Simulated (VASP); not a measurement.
Here is a VASP 6.6.1 calculation.

Contents of INCAR:

```
SYSTEM = MgZr2O3
ALGO = Normal
EDIFF = 1E-7
EDIFFG = -0.005
ENCUT = 520
GGA = PE
IBRION = 2
ISIF = 3
ISMEAR = 0
KPAR = 8
LASPH = .True.
LCHARG = .False.
LREAL = .False.
LWAVE = .False.
NELM = 120
NSW = 60
POTIM = 0.3
PREC = Accurate
SIGMA = 0.1
```

Contents of KPOINTS:

```
k-points
0
Gamma
  8 8 6
  0 0 0
```

The input POSCAR:

```
MgZr2O3                                 
1.0
    2.6825488369     -4.6470339346      0.0004242801
    2.6825488369      4.6470339346      0.0004242801
   -1.7682477440      0.0000000000      5.4802456670
  Mg              Zr              O             
     2     4     6
Direct
     0.8332598980933080    0.1667401019066921    0.0000000000000000
     0.1667401019066921    0.8332598980933080    1.0000000000000000
     0.0000000000000000    0.0000000000000000    0.5000000000000000
     0.3353290609271468    0.6646709390728531    0.5000000000000000
     0.6646709390728531    0.3353290609271468    0.5000000000000000
     0.5000000000000000    0.5000000000000000    0.0000000000000000
     0.0788515566310770    0.4311438384753405    0.7893332618080617
     0.5688561615246596    0.9211484433689230    0.2106667381919383
     0.4311438384753405    0.0788515566310770    0.7893332618080617
     0.9211484433689230    0.5688561615246596    0.2106667381919383
     0.7835231523582269    0.7835231523582269    0.7941034111792118
     0.2164768476417730    0.2164768476417730    0.2058965888207882
```

Potentials or basis: VASP PAW PBE potentials, release 64 (Mg, Zr_sv, O).

The run is started by

```console
$ cat potpaw_PBE.64/Mg/POTCAR potpaw_PBE.64/Zr_sv/POTCAR potpaw_PBE.64/O/POTCAR > POTCAR
$ mpirun -np 8 vasp_std > vasp.out
```

(1) Predict the band gap on the k mesh.

Results:

(1) none (metal or under the smearing width).
